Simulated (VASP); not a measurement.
Here is the system:

```yaml
crystal:
  lattice:
    - [3.45653, 0.00000, 0.00000]
    - [0.00000, 3.45653, 0.00000]
    - [0.00000, 0.00000, 3.45653]
  atoms:
    - { symbol: Al, position: [0.00000, 0.00000, 0.00000] }
    - { symbol: Ni, position: [0.00000, 0.50000, 0.50000], spin: 0.3 }
    - { symbol: Ni, position: [0.50000, 0.00000, 0.50000], spin: 0.3 }
    - { symbol: Ni, position: [0.50000, 0.50000, 0.00000], spin: 0.3 }
```

Calculation: PBE GGA with D4 dispersion, VASP's PBE PAW potentials (set 64) (plane waves; VASP). Settings: 520 eV cut-off, 9×9×9 Γ-centred mesh, first-order Methfessel-Paxton smearing of 0.10 eV, potentials Al Ni.

Problem. Give the stress tensor in GPa (positive for a compressed cell).

Solution. 
```
13.73   0.00   0.00
 0.00  13.73   0.00
 0.00   0.00  13.73
```
The pressure is its mean diagonal, 13.73 GPa.

The compound is Ni3Al in the L1_2 structure. This cell is one point of a volume scan, at 0.94 of the reference volume.
